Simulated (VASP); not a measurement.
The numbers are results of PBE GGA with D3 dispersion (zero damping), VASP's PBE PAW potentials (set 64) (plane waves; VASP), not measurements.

VASP input:

**KPOINTS**
```
Automatic mesh
0
Gamma
13 13 9
0 0 0
```

**POSCAR**
```
TiAl
1
    2.8169374598     0.0000000000     0.0000000000
    0.0000000000     2.8169374598     0.0000000000
    0.0000000000     0.0000000000     4.0604726027
Ti Al
1 1
Direct
  0.0000000000   0.0000000000   0.0000000000
  0.5000000000   0.5000000000   0.5000000000
```

**INCAR**
```
PREC=Accurate
SYSTEM=TiAl
IBRION=2
LCHARG=.False.
EDIFFG=-0.01
ALGO=Normal   ! blocked Davidson
LREAL=.False.
LWAVE=.False.
ENCUT=520   ! plane-wave cut-off (eV)
LASPH=.True.
IVDW=11   ! D3, zero damping
LMAXMIX=4   ! l cut-off of mixed one-centre charges
NELM=100
ISMEAR=1   ! Methfessel-Paxton
ISIF=4
GGA=PE   ! PBE
SIGMA=0.1   ! width (eV)
NSW=30   ! most ionic steps
EDIFF=1E-7
```

POTCAR, in this order: Ti_sv Al (PBE.64 set). Program: vasp_std.

Output

### OSZICAR
```
       N       E                     dE             d eps       ncg     rms          rms(c)
DAV:   1     0.888377966254E+02    0.88838E+02   -0.74755E+03  3080   0.138E+03
DAV:   2    -0.803007072850E+01   -0.96868E+02   -0.94279E+02  3095   0.334E+02
DAV:   3    -0.137594240462E+02   -0.57294E+01   -0.55084E+01  4892   0.788E+01
DAV:   4    -0.139741287378E+02   -0.21470E+00   -0.21181E+00  3940   0.129E+01
DAV:   5    -0.139833201118E+02   -0.91914E-02   -0.91850E-02  4478   0.243E+00    0.973E+00
DAV:   6    -0.125564617314E+02    0.14269E+01   -0.12749E+01  3878   0.387E+01    0.345E+00
DAV:   7    -0.124025269920E+02    0.15393E+00   -0.12512E+00  3545   0.118E+01    0.192E+00
DAV:   8    -0.123908475162E+02    0.11679E-01   -0.15977E-01  3488   0.457E+00    0.534E-01
DAV:   9    -0.123888123704E+02    0.20351E-02   -0.30549E-02  3670   0.234E+00    0.248E-01
DAV:  10    -0.123889679144E+02   -0.15554E-03   -0.19753E-03  3769   0.520E-01    0.576E-02
DAV:  11    -0.123889464906E+02    0.21424E-04   -0.48859E-04  3928   0.245E-01    0.477E-02
DAV:  12    -0.123889505410E+02   -0.40504E-05   -0.32468E-05  3569   0.638E-02    0.131E-02
DAV:  13    -0.123889498322E+02    0.70874E-06   -0.12892E-06  4233   0.109E-02    0.844E-03
DAV:  14    -0.123889499326E+02   -0.10034E-06   -0.94366E-07  3418   0.126E-02    0.111E-03
DAV:  15    -0.123889499420E+02   -0.94399E-08   -0.59131E-08  1798   0.258E-03
   1 F= -.13076217E+02 E0= -.13076067E+02  d E =-.130762E+02
```

File OUTCAR:
```
------------------------ aborting loop because EDIFF is reached ----------------------------------------
 Edisp (eV)   -0.68727
  FORCE on cell =-STRESS in cart. coord.  units (eV):
  Direction    XX          YY          ZZ          XY          YZ          ZX
  --------------------------------------------------------------------------------------
  Total      -0.65703    -0.65703    -0.64420     0.00000    -0.00000     0.00000
  in kB     -32.67109   -32.67109   -32.03303     0.00000    -0.00000     0.00000
  external pressure =      -32.46 kB  Pullay stress =        0.00 kB
  volume of cell :       32.22
      direct lattice vectors                 reciprocal lattice vectors
     2.816937460  0.000000000  0.000000000     0.354995457  0.000000000  0.000000000
     0.000000000  2.816937460  0.000000000     0.000000000  0.354995457  0.000000000
     0.000000000  0.000000000  4.060472603     0.000000000  0.000000000  0.246276751
 POSITION                                       TOTAL-FORCE (eV/Angst)
 -----------------------------------------------------------------------------------
      0.00000      0.00000      0.00000         0.000000      0.000000      0.000000
      1.40847      1.40847      2.03024         0.000000      0.000000      0.000000
 -----------------------------------------------------------------------------------
    total drift:                                0.000000      0.000000      0.000000
  FREE ENERGIE OF THE ION-ELECTRON SYSTEM (eV)
  ---------------------------------------------------
  free  energy   TOTEN  =       -13.0762172622 eV

  energy  without entropy=      -13.0757676219  energy(sigma->0) =      -13.07606738

 reached required accuracy - stopping structural energy minimisation
```
(Selected blocks of OUTCAR.)

The compound is TiAl in the L1_0 structure. This cell is one point of a volume scan, at 1.03 of the reference volume. The electron count is odd and the run is not spin-polarised, which forces a metal.
